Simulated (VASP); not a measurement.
A convergence study with VASP on CuZn (CsCl type): one setting is varied, all else stays as given below, so the limit is that of these other settings.

```xyz
2
Lattice="2.9500 0.0000 0.0000 0.0000 2.9500 0.0000 0.0000 0.0000 2.9500" Properties=species:S:1:pos:R:3 pbc="T T T"
Zn     1.4750     1.4750     1.4750
Cu     0.0000     0.0000     0.0000
```

Level of theory: PBE GGA, VASP's PBE PAW potentials (set 64) (plane waves; VASP). The tightest run used: 550 eV cut-off, 18×18×18 Monkhorst-Pack mesh, first-order Methfessel-Paxton smearing of 0.10 eV, potentials Zn Cu.

```json
[
 {"setting": "1×1×1 mesh", "E (eV/atom)": "-2.1568", "pressure (GPa)": "12.58", "irreducible k-points": "1"},
 {"setting": "2×2×2 mesh", "E (eV/atom)": "-1.2377", "pressure (GPa)": "9.96", "irreducible k-points": "1"},
 {"setting": "3×3×3 mesh", "E (eV/atom)": "-2.3180", "pressure (GPa)": "2.72", "irreducible k-points": "4"},
 {"setting": "4×4×4 mesh", "E (eV/atom)": "-2.3979", "pressure (GPa)": "4.35", "irreducible k-points": "4"},
 {"setting": "5×5×5 mesh", "E (eV/atom)": "-2.5091", "pressure (GPa)": "3.07", "irreducible k-points": "10"}
]
```

Task: These are the cheaper rows. Estimate the results at 18×18×18 mesh, and how far the last row shown lies from them.

Result: 
```csv
quantity,tightest run,last row shown is off by
E (eV/atom),-2.5046,-0.0045
pressure (GPa),2.30,0.77
```

Left out are rungs that failed or repeat a setting and relaxations that didn't move; long series are thinned to 24 rows.

The compound is CuZn in the CsCl type structure. The cell was not relaxed at this level. The electron count is odd and the run is not spin-polarised, which forces a metal.
